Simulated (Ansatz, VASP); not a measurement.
One calculation of ScPd, two programs

```
Sc Pd
1.0
     3.34866    0.00000    0.00000
     0.00000    3.34866    0.00000
     0.00000    0.00000    3.28300
Sc Pd
1 1
Direct
  0.50000 0.50000 0.50000
  0.00000 0.00000 0.00000
```

Change from the starting cell: equal xx and yy strain of +2 %.

Alike in both runs: task single point; functional PBEsol; k mesh 12 × 12 × 12; occupations fermi-dirac, width 0.05 eV; no spin polarisation.

|  | VASP | Ansatz |
| --- | --- | --- |
| version | VASP 6.6.1 | Ansatz 0.2.0 |
| potentials or method | VASP PAW PBE potentials, release 64 (Sc_sv, Pd), cutoff 520 eV | all-electron LAPW, scalar-relativistic |

VASP gave:

| Property | Result |
| --- | --- |
| pressure (GPa) | -5.8 |
| largest component of the traceless stress (GPa) | 0.80 |

**Question.** Estimate Ansatz's values.

**Answer.** Pressure (GPa): -5.9; largest component of the traceless stress (GPa): 0.80.

Ansatz ran all-electron here, so the differences hold the error of VASP's frozen core and of both bases.

Caveats: the PAW data sets were made with another functional, which shifts forces and pressure a little (VASP).
